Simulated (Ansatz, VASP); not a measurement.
# Sn: VASP beside Ansatz, part 3 of 3

Wanted: the spread between two codes on one cell, functional and k mesh. The cell is taken from a series of runs on this material, whose earlier steps may have relaxed, scaled, displaced or heated it; both programs get it as it stands.

VASP 6.6.1 and Ansatz 0.2.0.

So far: The structure; Ansatz: zone-centre phonons, PBEsol; VASP: zone-centre phonons, PBEsol.

### 3. VASP: zone-centre phonons, PBEsol (continued)

Level of this step: PBEsol; plane waves and PAW (Sn_d) (VASP).

Numbers of over 12 decimals in the logs are rounded to 6 here.

Parts of OUTCAR (step 3):

```text
ion  position               nearest neighbor table
   1  0.500  0.500  0.500-   2 2.85   2 2.85   2 2.85   2 2.85
   2  0.750  0.750  0.750-   1 2.85   1 2.85   1 2.85   1 2.85

  LATTYP: Found a trigonal (rhomboedric) cell.
 ALAT       =     4.6512155450
 COS(alpha) =     0.4985285970

 Subroutine GETGRP returns: Found 12 space group operations
 (whereof  6 operations were pure point group operations)

The static configuration has the point symmetry C_3v.
 The point group associated with its full space group is D_3d.

   k-points           NKPTS =   1728   k-points in BZ     NKDIM =   1728   number of bands    NBANDS=     20

   dimension x,y,z NGX =    36 NGY =   36 NGZ =   36
   dimension x,y,z NGXF=    72 NGYF=   72 NGZF=   72

   ENCUT  =  500.0 eV  36.75 Ry    6.06 a.u.   8.48  8.48  8.48*2*pi/ulx,y,z

   NELECT =      28.0000    total number of electrons

 k-points in reciprocal lattice and weights: Points of the shifted mesh
   0.04166667  0.04166667  0.04166667       0.001
   0.04166667  0.04166667  0.12500000       0.001
   0.04166667  0.04166667  0.20833333       0.001
   0.04166667  0.04166667  0.29166667       0.001
   0.04166667  0.04166667  0.37500000       0.001
   0.04166667  0.04166667  0.45833333       0.001
   0.04166667  0.04166667  0.54166667       0.001
   0.04166667  0.04166667  0.62500000       0.001
   0.04166667  0.04166667  0.70833333       0.001
[...]
0.95833333  0.95833333  0.87500000       0.001
   0.95833333  0.95833333  0.95833333       0.001

 average (electrostatic) potential at core
       1-101.7102       2-101.7102

  Total       -0.3804552     -0.3804552     -0.3804552      0.0014492      0.0014492      0.0014492
  in kB       -8.5481735     -8.5481735     -8.5481735      0.0325600      0.0325600      0.0325600
  external PRESSURE =      -8.5481735 kB  Pullay stress =       0.0000000 kB

  energy-cutoff  :      500.00
  volume of cell :       71.31
      direct lattice vectors                 reciprocal lattice vectors
    -0.004837530  3.288904274  3.288904274    -0.151691311  0.151914757  0.151914757
     3.288904274 -0.004837530  3.288904274     0.151914757 -0.151691311  0.151914757
     3.288904274  3.288904274 -0.004837530     0.151914757  0.151914757 -0.151691311

 POSITION                                       TOTAL-FORCE (eV/Angst)
 -----------------------------------------------------------------------------------
      3.28527      3.28527      3.28527         0.000306      0.000306      0.000306
      4.93094      4.93094      4.93094        -0.000306     -0.000306     -0.000306
 -----------------------------------------------------------------------------------
    total drift:                                0.000000      0.000000      0.000000

 Eigenvectors and eigenvalues of the dynamical matrix
 ----------------------------------------------------

   1 f  =    5.501028 THz    34.563977 2PiTHz  183.494538 cm-1    22.750413 meV
             X         Y         Z           dx          dy          dz
      3.285274  3.285274  3.285274     0.408248    0.408248    0.408248
      4.930940  4.930940  4.930940    -0.408248   -0.408248   -0.408248

   2 f  =    5.485443 THz    34.466055 2PiTHz  182.974684 cm-1    22.685959 meV
             X         Y         Z           dx          dy          dz
      3.285274  3.285274  3.285274     0.288675    0.288675   -0.577350
      4.930940  4.930940  4.930940    -0.288675   -0.288675    0.577350

   3 f  =    5.485443 THz    34.466055 2PiTHz  182.974684 cm-1    22.685959 meV
             X         Y         Z           dx          dy          dz
      3.285274  3.285274  3.285274     0.500000   -0.500000   -0.000000
      4.930940  4.930940  4.930940    -0.500000    0.500000   -0.000000

   4 f  =    0.000000 THz     0.000000 2PiTHz    0.000002 cm-1     0.000000 meV
             X         Y         Z           dx          dy          dz
      3.285274  3.285274  3.285274     0.005233   -0.021951   -0.706747
      4.930940  4.930940  4.930940     0.005233   -0.021951   -0.706747

   5 f  =    0.000000 THz     0.000000 2PiTHz    0.000002 cm-1     0.000000 meV
             X         Y         Z           dx          dy          dz
      3.285274  3.285274  3.285274     0.388093   -0.590706    0.021220
      4.930940  4.930940  4.930940     0.388093   -0.590706    0.021220

   6 f  =    0.000000 THz     0.000000 2PiTHz    0.000001 cm-1     0.000000 meV
             X         Y         Z           dx          dy          dz
      3.285274  3.285274  3.285274     0.591064    0.388052   -0.007676
      4.930940  4.930940  4.930940     0.591064    0.388052   -0.007676

 ELASTIC MODULI CONTR FROM IONIC RELAXATION (kBar)
 Direction    XX          YY          ZZ          XY          YZ          ZX
 --------------------------------------------------------------------------------
 XX          -0.0042      0.0006      0.0006      0.4455     -0.3674      0.6585
 YY           0.0006     -0.0042      0.0006      0.6585      0.4455     -0.3674
 ZZ           0.0006      0.0006     -0.0042     -0.3674      0.6585      0.4455
 XY           0.4455      0.6585     -0.3674   -181.9767      1.4200      1.4200
 YZ          -0.3674      0.4455      0.6585      1.4200   -181.9767      1.4200
 ZX           0.6585     -0.3674      0.4455      1.4200      1.4200   -181.9767
 --------------------------------------------------------------------------------
```

### 4. Side by side

Known differences besides the potentials themselves: the cutoff is 420 eV in Ansatz and 500 eV in VASP; Ansatz makes its cores anew for this functional, VASP keeps those of its PBE data sets. Total energies have different zeros and are not compared.

The two programs side by side:

```csv
quantity,Ansatz,VASP,difference
optical mode 1 to 2 (cm⁻¹),183.2,183.0,+0.14 %
optical mode 3 (cm⁻¹),183.6,183.5,+0.07 %
```

Modes are paired by rising frequency, not by their patterns, so a pair may set unlike modes beside each other; they are those without the splitting of longitudinal modes.

### 5. Outcome

```
r.m.s. difference of the optical zone-centre modes, each program's sorted by frequency (zone-centre phonons, PBEsol) : 0.22 cm⁻¹
```

What this shows: The r.m.s. difference of the optical zone-centre modes, each program's sorted by frequency is 0.22 cm⁻¹ (zone-centre phonons, PBEsol). How closely two codes agree says nothing of how well the functional describes the real material.

[Lines on the potential files, build, host, timing and source positions are cut from VASP's logs without a mark.]

[Logs are printed without paths, hosts, clocks, repeated set-up lines and the standing remarks that a program may print on its own settings, such as how far it seeks lower states.]

[Hosts, paths, dates, database ids (printed as entryN), source tags and the programs' standing remarks are cut or masked in the printed files.]
